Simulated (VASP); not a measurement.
# A VASP study of VPO5 (PBEsol + D3(BJ) + U): structure first, properties next, part 2 of 2

How well does PBEsol + D3(BJ) + U reproduce what experiment finds for VPO5? The cell is relaxed first, and properties follow on it. The start is a computed cell from the Materials Project.

VASP 6.6.1; PBEsol with D3(BJ), DFT+U (V d 4 eV), spin-polarised from a ferromagnetic start; plane waves and PAW (V_sv, P, O).

So far, gap on the k-mesh (eV): step 2 (full relaxation (PBEsol + D3(BJ) + U)) 2.11; step 3 (second relaxation) 2.11; step 6 (density of states (PBEsol + D3(BJ) + U)) 2.12.

### 7. Independent-particle dielectric function (PBEsol + D3(BJ) + U)

LOPTICS sums transitions from filled to empty bands. NBANDS is raised for it.

INCAR

```
SYSTEM = VPO5
PREC = Accurate
ENCUT = 520
EDIFF = 1E-06
NELM = 100
ISMEAR = 0
SIGMA = 0.05
LREAL = .FALSE.
ALGO = Normal
GGA = PS
IVDW = 12
NBANDS = 160
ISPIN = 2
MAGMOM = 2 2 0 0 0 0 0 0 0 0 0 0 0 0
LDAU = .TRUE.
LDAUTYPE = 2
LDAUL = 2 -1 -1
LDAUU = 4 0 0
LDAUJ = 0 0 0
LDAUPRINT = 1
LASPH = .TRUE.
LMAXMIX = 4
LORBIT = 11
LWAVE = .FALSE.
LCHARG = .FALSE.
KPAR = 8
LOPTICS = .TRUE.
NEDOS = 1500
CSHIFT = 0.1
```

POSCAR

```
VPO5
1.0
    3.6170787136     -3.4514216147     -0.0354071261
    3.6170787136      3.4514216147     -0.0354071261
   -3.3394706028      0.0000000000      6.3583339124
V P O
2 2 10
Direct
    0.4828922169      0.9531911590      0.4687110892
    0.9531911590      0.4828922169      0.9687110892
    0.1368702453      0.8718410873      0.7543018399
    0.8718410873      0.1368702453      0.2543018399
    0.1695887649      0.1664609187      0.9307509595
    0.8463306640      0.8270600026      0.5749556278
    0.8270600026      0.8463306640      0.0749556278
    0.1664609187      0.1695887649      0.4307509595
    0.6389388383      0.1667990418      0.3523395969
    0.8507019923      0.3802284933      0.1677590230
    0.3802284933      0.8507019923      0.6677590230
    0.1667990418      0.6389388383      0.8523395969
    0.3425669985      0.6770575770      0.2591818636
    0.6770575770      0.3425669985      0.7591818636
```

KPOINTS

```
Automatic mesh
0
Gamma
9 9 6
0 0 0
```

PAW data sets: V_sv, P and O (PBE family, release 64).

Run with:

```bash
> mpirun -np 8 vasp_std
```

It took 16 min on 8 MPI ranks of AMD EPYC 9R14 (Zen 4), shared host; peak memory 58 GiB; 2.2 h of CPU time.

These are independent-particle spectra without excitons or local fields, and fine structure depends on the mesh and on CSHIFT.

Numbers from this step:

- bands: 160
- Fermi energy: 2.208 eV
- pressure: -0.003229 GPa
- gap on the k-mesh: 2.117 eV

The imaginary dielectric function has structure finer than the step of the table below, so its rows give means over 1 eV, whole bins alone (the curve runs from 0 to 25.0 eV). Peaks (eV: height): xx 4.5: 5.86, 10.5: 2.48, 16.9: 2.47; yy 3.1: 7.16, 9.9: 3.15, 17.3: 2.53; zz 3.9: 7.63, 10.7: 3.00, 16.9: 2.38.

Imaginary dielectric function against photon energy; means over each step:

```csv
photon energy (eV),xx,yy,zz
1,0.0545,0.0650,0.0524
2,0.471,0.660,0.326
3,3.89,5.62,3.39
4,5.26,3.56,6.86
5,4.37,3.44,5.12
6,3.55,2.83,4.21
7,2.23,2.17,3.05
8,1.54,1.65,1.58
9,1.78,1.68,1.46
10,2.23,2.86,2.51
11,2.22,2.21,2.72
12,1.72,1.83,2.01
13,1.57,1.68,1.56
14,1.57,1.57,1.33
15,1.68,1.70,1.65
16,2.14,2.01,2.13
17,2.27,2.36,2.21
18,2.00,2.28,2.00
19,1.77,1.80,1.62
20,1.49,1.35,1.35
21,1.16,1.14,1.13
22,0.993,1.11,1.01
23,0.976,0.978,0.932
24,0.862,0.865,0.891
```

Table of real dielectric function by photon energy:

```csv
photon energy (eV),xx,yy,zz
0,5.45,5.47,5.80
1,5.68,5.74,6.03
2,6.82,7.17,7.06
3,7.11,6.24,8.89
4,4.18,2.55,4.02
5,1.61,2.60,1.73
6,1.38,2.17,1.75
7,0.846,1.87,0.366
8,1.58,1.82,0.894
9,2.24,2.24,2.02
10,2.05,1.91,2.28
11,1.12,1.38,1.00
12,1.15,1.24,0.786
13,1.23,1.37,0.759
14,1.31,1.35,1.19
15,1.71,1.65,1.64
16,1.36,1.33,1.17
17,0.901,1.22,0.680
18,0.660,0.492,0.562
19,0.345,0.200,0.184
20,0.0738,0.111,0.120
21,0.158,0.236,0.188
22,0.235,0.256,0.273
23,0.335,0.256,0.358
24,0.316,0.223,0.270
```

### 8. Electric field gradients (PBEsol + D3(BJ) + U)

Field gradients probe how far the charge around each nucleus departs from cubic symmetry; LASPH keeps the non-spherical terms inside the spheres.

INCAR, as its differences from that of step 7:

```diff
@@ -3,3 +3,3 @@
 ENCUT = 520
-EDIFF = 1E-06
+EDIFF = 1E-07
 NELM = 100
@@ -11,3 +11,3 @@
 IVDW = 12
-NBANDS = 160
+NBANDS = 72
 ISPIN = 2
@@ -26,4 +26,2 @@
 KPAR = 8
-LOPTICS = .TRUE.
-NEDOS = 1500
-CSHIFT = 0.1
+LEFG = .TRUE.
```

POSCAR is that of step 7.

KPOINTS

```
Automatic mesh
0
Gamma
6 6 4
0 0 0
```

Run with:

```bash
> mpirun -np 8 vasp_std
```

The job ended after 2.7 min (8 MPI ranks; peak memory 6.7 GiB; 21 min of CPU time).

Numbers from this step:

| Item | Value |
| --- | --- |
| SCF cycles | 20 |
| bands | 72 |
| irreducible k-points | 47 |
| Fermi energy | 2.411 eV |
| pressure | 0.003410 GPa |
| valence top at k | 0.5, 0, 0.5 |
| gap on the k-mesh | 2.113 eV |
| least direct gap on the k-mesh | 2.209 eV |

Electric field gradients, by row:

```csv
atom,Vxx (V/Å²),Vyy (V/Å²),Vzz (V/Å²),asymmetry
V1,22.46,11.77,-34.23,0.312
V2,22.46,11.77,-34.23,0.312
P3,-12.54,-0.055,12.59,0.991
P4,-12.54,-0.055,12.59,0.991
O5,-50.11,-41.22,91.34,0.097
O6,-51.4,-41.89,93.28,0.102
O7,-51.4,-41.89,93.28,0.102
O8,-50.11,-41.22,91.34,0.097
O9,-62.16,-33.63,95.79,0.298
O10,-60.12,-37.29,97.41,0.234
O11,-60.12,-37.29,97.41,0.234
O12,-62.16,-33.63,95.79,0.298
O13,-7.305,-0.094,7.399,0.975
O14,-7.305,-0.094,7.399,0.975
```

The largest gradient, 97.41 V/Å², sits on O10 and like sites; times the quadrupole moment of a nucleus that has one, it gives the coupling that NMR and NQR see.

### 9. Self-consistent run (PBEsol + D3(BJ) + U), changed input

A single point gives energy, forces and stress at these settings. Some settings are moved from the usual, to see what they do.

INCAR, as its differences from that of step 8:

```diff
@@ -3,3 +3,3 @@
 ENCUT = 520
-EDIFF = 1E-07
+EDIFF = 1E-06
 NELM = 100
@@ -26,2 +26,4 @@
 KPAR = 8
-LEFG = .TRUE.
+ISIF = 2
+ISYM = 1
+MAXMIX = 40
```

POSCAR is that of step 8.

KPOINTS is that of step 8.

Run with:

```bash
> mpirun -np 8 vasp_std
```

It took 3.1 min on 8 MPI ranks; peak memory 6.6 GiB; 20 min of CPU time.

MAXMIX acts on the way to self-consistency or on speed; a fully converged result doesn't depend on them, though slow mixing can meet EDIFF with the stress still off.

Numbers from this step:

```yaml
scf_cycles: 18
fermi_energy: 2.412 eV
pressure: -0.007427 GPa
gap_on_the_k_mesh: 2.112 eV
least_direct_gap_on_the_k_mesh: 2.208 eV
```

Against the sound run “Density, ELF and potential (PBEsol + D3(BJ) + U)”, the energy at zero smearing moves by +0.0 meV an atom, the pressure by +0.00 GPa and the gap by +0.00 eV.

### 10. What came out

```json
{
  "relaxed volume": "11.28 Å³/atom",
  "relaxed conventional cell a, b, c": "7.235, 6.903, 7.182 Å; angles 90.0, 118.3, 90.0°",
  "space group after relaxing, within 0.02 Å": "Cc (No. 9)",
  "moment of the cell (9×9×6 mesh)": "0 μB",
  "band gap": "2.11 eV, indirect (least direct gap of that run 2.21 eV)",
  "gap among the points of the DOS mesh alone, an upper bound": "2.12 eV",
  "strongest peak of ε2, mean over directions": "3.85 eV",
  "ε1 at zero frequency, no local fields, mean": "5.57",
  "largest field gradient Vzz": "97.41 V/Å² on O10"
}
```

**Reading.** With PBEsol + D3(BJ) + U, VPO5 relaxes to 11.28 Å³/atom in space group Cc, has an indirect gap of 2.11 eV and loses the moments it was started with. Bands along the symmetry lines (PBEsol + D3(BJ) + U): The path shows an indirect gap of 2.11 eV (valence top at N, conduction bottom at Γ). The least direct gap is 2.21 eV. Semilocal functionals usually underestimate gaps. Only the typed magnetic starts were tried, so the magnetic ground state may differ and with it the other results. No search among competing phases was made, and a listed structure need not be the one stable at ambient conditions. All values are for a static lattice at zero temperature.

Calculation against experiment:

| quantity | measured | PBEsol with D3(BJ), DFT+U |
| --- | --- | --- |
| lattice constant a (Å) | 7.266 | 7.235 (-0.4 %) |
| lattice constant b (Å) | 6.891 | 6.903 (+0.2 %) |
| lattice constant c (Å) | 7.263 | 7.182 (-1.1 %) |

Measured values from pmc:11234458 (2024).

How well it matches: The lattice constant a is off by -0.4 %: good agreement. The lattice constant b is off by +0.2 %: good agreement. The lattice constant c is off by -1.1 %: fair agreement. The grades are ours: good and fair within 0.7 and 1.5 % for the lattice constant a, 0.7 and 1.5 % for the lattice constant b and 0.8 and 2 % for the lattice constant c. Zero-point motion and thermal expansion are not in the computed lattice constants.

[Lines on the potential files, build, host, timing and source positions are cut from VASP's logs without a mark.]

[Logs are printed without paths, hosts, clocks, repeated set-up lines and the standing remarks that a program may print on its own settings, such as how far it seeks lower states.]

[Hosts, paths, dates, database ids (printed as entryN), source tags and the programs' standing remarks are cut or masked in the printed files.]

[A measured line is paired with the nearest computed mode of its activity, which favours agreement.]
